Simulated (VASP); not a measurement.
VASP ran on this input.

### KPOINTS
```
Automatic mesh
0
Gamma
5 5 4
0 0 0
```

**POSCAR**
```
P
1
    1.6881000000    -5.3448000000    -0.0000000000
    1.6881000000     5.3448000000     0.0000000000
    0.0000000000     0.0000000000     4.4676000000
P
4
Direct
  0.1017000000   0.8983000000   0.9194000000
  0.3983000000   0.6017000000   0.4194000000
  0.6017000000   0.3983000000   0.5806000000
  0.8983000000   0.1017000000   0.0806000000
```

### INCAR
```
SYSTEM = P
PREC = Accurate
ENCUT = 400
EDIFF = 1E-6
NELM = 100
ALGO = Normal
LREAL = .FALSE.
LASPH = .TRUE.
ISMEAR = 2
SIGMA = 0.5
GGA = PE
LWAVE = .FALSE.
LCHARG = .FALSE.
ISIF = 2
```

POTCAR, in this order: P (PBE.64 set). Program: vasp_std.

Output

standard output:
```
 POSCAR found type information on POSCAR P
 POSCAR found :  1 types and       4 ions
 Reading from existing POTCAR
 Reading from existing POTCAR
 LDA part: xc-table for (Slater+PW92), standard interpolation
 POSCAR, INCAR and KPOINTS ok, starting setup
 WAVECAR not read
 entering main loop
       N       E                     dE             d eps       ncg     rms          rms(c)
DAV:   1     0.531433282952E+02    0.53143E+02   -0.71414E+03   756   0.976E+02
DAV:   2    -0.180574042525E+02   -0.71201E+02   -0.68933E+02   984   0.159E+02
DAV:   3    -0.215041735813E+02   -0.34468E+01   -0.34312E+01  1046   0.380E+01
DAV:   4    -0.215484282335E+02   -0.44255E-01   -0.44214E-01   956   0.505E+00
DAV:   5    -0.215494012317E+02   -0.97300E-03   -0.97245E-03  1054   0.683E-01    0.939E+00
DAV:   6    -0.214664674659E+02    0.82934E-01   -0.45113E-02   900   0.130E+00    0.559E+00
DAV:   7    -0.214288785046E+02    0.37589E-01   -0.83513E-02   942   0.185E+00    0.198E-01
DAV:   8    -0.214291787550E+02   -0.30025E-03   -0.63463E-03   924   0.550E-01    0.106E-01
DAV:   9    -0.214292606401E+02   -0.81885E-04   -0.25581E-04  1034   0.117E-01    0.655E-02
DAV:  10    -0.214292916723E+02   -0.31032E-04   -0.38093E-05   918   0.402E-02    0.232E-02
DAV:  11    -0.214292995699E+02   -0.78975E-05   -0.10158E-05   906   0.266E-02    0.790E-03
DAV:  12    -0.214292999598E+02   -0.38995E-06   -0.38528E-07   546   0.471E-03
   1 F= -.21429300E+02 E0= -.21429903E+02  d E =0.241145E-02
```

**OUTCAR**
```
------------------------ aborting loop because EDIFF is reached ----------------------------------------
  FORCE on cell =-STRESS in cart. coord.  units (eV):
  Direction    XX          YY          ZZ          XY          YZ          ZX
  --------------------------------------------------------------------------------------
  Total       -1.3277659     -0.7872306     -1.4208908      0.0000000      0.0000000      0.0000000
  in kB      -26.3874956    -15.6451101    -28.2382247      0.0000000      0.0000000      0.0000000
  external PRESSURE =     -23.4236101 kB  Pullay stress =       0.0000000 kB
  volume of cell :       80.62
      direct lattice vectors                 reciprocal lattice vectors
     1.688100000 -5.344800000  0.000000000     0.296190984 -0.093548870  0.000000000
     1.688100000  5.344800000  0.000000000     0.296190984  0.093548870  0.000000000
     0.000000000  0.000000000  4.467600000     0.000000000  0.000000000  0.223833826
 POSITION                                       TOTAL-FORCE (eV/Angst)
 -----------------------------------------------------------------------------------
      1.68810      4.25767      4.10751         0.000000      0.303592     -0.242649
      1.68810      1.08713      1.87371         0.000000     -0.303592     -0.242649
      1.68810     -1.08713      2.59389         0.000000      0.303592      0.242649
      1.68810     -4.25767      0.36009         0.000000     -0.303592      0.242649
 -----------------------------------------------------------------------------------
    total drift:                                0.000000     -0.000000      0.000000
  FREE ENERGIE OF THE ION-ELECTRON SYSTEM (eV)
  ---------------------------------------------------
  free  energy   TOTEN  =       -21.4292999598 eV

  energy  without entropy=      -21.4317114133  energy(sigma->0) =      -21.42990282
```
(Selected blocks of OUTCAR.)

Q: Read input and log: which fault does this run have?
A. a line-mode KPOINTS file was used for a self-consistent run
B. Methfessel-Paxton smearing was used on a material with a gap
C. POTCAR lists the elements in another order than POSCAR
D. the tetrahedron method needs a mesh, and KPOINTS holds a single point

A: B, Methfessel-Paxton smearing was used on a material with a gap. The run ends without an error. Against the sound run, the energy per atom (σ→0) rises by 0.001 eV/atom; the pressure falls by 0.03 GPa; the largest force decreases by 0.020 eV/Å; the band gap is nearly the same.

To mend it, set ISMEAR = 0, set SIGMA = 0.05.

The mended run (PBE GGA, plane waves, VASP's PBE PAW potentials (set 64)) converges, and its OSZICAR ends with
```
   1 F= -.21432034E+02 E0= -.21432034E+02  d E =-.903679E-08
```

The compound is P in the black structure. The cell was not relaxed at this level.
